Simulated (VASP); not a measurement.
Level of theory: r2SCAN meta-GGA with spin-orbit coupling, VASP's PBE PAW potentials (set 64) (plane waves; VASP 6.6.1).

A VASP calculation is set up with these files.

KPOINTS:
```
K-points
0
gamma
  14 14 14
```

POSCAR:
```
Ti
2.9061430
  0.0000000000   0.7071068778   0.7071068778
  0.7071068778   0.0000000000   0.7071068778
  0.7071068778   0.7071068778   0.0000000000
Ti
1
Direct
  0.0000000000   0.0000000000   0.0000000000
```

### KPOINTS_OPT
```
k-points along high-symmetry lines
8
Line-mode
Reciprocal
  0.000000   0.000000   0.000000 ! GAMMA
  0.500000   0.000000   0.500000 ! X

  0.500000   0.000000   0.500000 ! X
  0.625000   0.250000   0.625000 ! U

  0.375000   0.375000   0.750000 ! K
  0.000000   0.000000   0.000000 ! GAMMA

  0.000000   0.000000   0.000000 ! GAMMA
  0.500000   0.500000   0.500000 ! L

  0.500000   0.500000   0.500000 ! L
  0.500000   0.250000   0.750000 ! W

  0.500000   0.250000   0.750000 ! W
  0.500000   0.000000   0.500000 ! X
```

### INCAR
```
# general
SYSTEM    =Ti
PREC      =Accurate
ENCUT     =400
LREAL     =.False.
LASPH     =.True.

# electronic loop
EDIFF     =1E-6
NELM      =100
ALGO      =Normal
LMAXMIX   =4
LMIXTAU   =.True.

# smearing
ISMEAR    =0
SIGMA     =0.05

# functional
METAGGA   =R2SCAN
GGA_COMPAT=.False.

# spin
MAGMOM    =3*0
LSORBIT   =.True.

# output
LWAVE     =.False.
LCHARG    =.False.
```

POTCAR, in this order: Ti_sv (PBE.64 set). Program: vasp_ncl.

The resulting files:

OSZICAR:
```
       N       E                     dE             d eps       ncg     rms          rms(c)
DAV:   1     0.116880975724E+03    0.11688E+03   -0.55542E+03  4160   0.128E+03
DAV:   2    -0.441683153215E+01   -0.12130E+03   -0.11892E+03  4444   0.395E+02
DAV:   3    -0.167602967364E+02   -0.12343E+02   -0.12189E+02  7432   0.113E+02
DAV:   4    -0.171984135983E+02   -0.43812E+00   -0.43672E+00  4856   0.187E+01
DAV:   5    -0.172144456948E+02   -0.16032E-01   -0.16030E-01  5644   0.274E+00    0.101E+01
DAV:   6    -0.127778399449E+02    0.44366E+01   -0.11391E+01  4960   0.516E+01    0.127E+00
DAV:   7    -0.130041704141E+02   -0.22633E+00   -0.20113E+00  5288   0.159E+01    0.213E+00
DAV:   8    -0.129922091296E+02    0.11961E-01   -0.54099E-02  4776   0.244E+00    0.218E+00
DAV:   9    -0.126465298314E+02    0.34568E+00   -0.24669E-01  4648   0.736E+00    0.187E+00
DAV:  10    -0.127841479631E+02   -0.13762E+00   -0.49362E-01  4216   0.902E+00    0.267E+00
DAV:  11    -0.129030495391E+02   -0.11890E+00   -0.22220E-01  5456   0.689E+00    0.525E+00
DAV:  12    -0.128892031179E+02    0.13846E-01   -0.77149E-03  5136   0.115E+00    0.590E+00
DAV:  13    -0.128639244132E+02    0.25279E-01   -0.23901E-01  4224   0.585E+00    0.611E-01
DAV:  14    -0.128739652262E+02   -0.10041E-01   -0.22425E-02  5556   0.155E+00    0.200E-01
DAV:  15    -0.128775948677E+02   -0.36296E-02   -0.33087E-03  4192   0.793E-01    0.277E-01
DAV:  16    -0.128771957989E+02    0.39907E-03   -0.22828E-04  4572   0.195E-01    0.170E-01
DAV:  17    -0.128768001458E+02    0.39565E-03   -0.11574E-03  4732   0.415E-01    0.311E-02
DAV:  18    -0.128769013196E+02   -0.10117E-03   -0.97504E-05  5044   0.122E-01    0.196E-02
DAV:  19    -0.128769140339E+02   -0.12714E-04   -0.64238E-06  4436   0.277E-02    0.760E-03
DAV:  20    -0.128769068176E+02    0.72162E-05   -0.24312E-06  4200   0.204E-02    0.354E-03
DAV:  21    -0.128769109197E+02   -0.41021E-05   -0.59984E-07  2592   0.943E-03    0.109E-03
DAV:  22    -0.128769111444E+02   -0.22467E-06   -0.14787E-07  2116   0.615E-03
   1 F= -.12876911E+02 E0= -.12875872E+02  d E =-.207859E-02  mag=    -0.0000    -0.0000     0.0000
       N       E                     dE             ncg
```

### OUTCAR
```
------------------------ aborting loop because EDIFF is reached ----------------------------------------
  FORCE on cell =-STRESS in cart. coord.  units (eV):
  Direction    XX          YY          ZZ          XY          YZ          ZX
  --------------------------------------------------------------------------------------
  Total        0.0021038      0.0021038      0.0021038     -0.0000000      0.0000000      0.0000000
  in kB        0.1942132      0.1942132      0.1942132     -0.0000000      0.0000000      0.0000000
  external PRESSURE =       0.1942132 kB  Pullay stress =       0.0000000 kB
  volume of cell :       17.36
      direct lattice vectors                 reciprocal lattice vectors
     0.000000000  2.054953703  2.054953703    -0.243314484  0.243314484  0.243314484
     2.054953703  0.000000000  2.054953703     0.243314484 -0.243314484  0.243314484
     2.054953703  2.054953703  0.000000000     0.243314484  0.243314484 -0.243314484
 POSITION                                       TOTAL-FORCE (eV/Angst)
 -----------------------------------------------------------------------------------
      0.00000      0.00000      0.00000        -0.000000      0.000000     -0.000000
 -----------------------------------------------------------------------------------
    total drift:                               -0.000000     -0.000000     -0.000000
  FREE ENERGIE OF THE ION-ELECTRON SYSTEM (eV)
  ---------------------------------------------------
  free  energy   TOTEN  =       -12.8769111444 eV

  energy  without entropy=      -12.8748325525  energy(sigma->0) =      -12.87587185

 Ion:    1  E_soc:     -0.0106411
```
(Selected blocks of OUTCAR.)

The structure was generated: Ti was put into the fcc type (Fm-3m), which need not be its known phase. It was relaxed first.
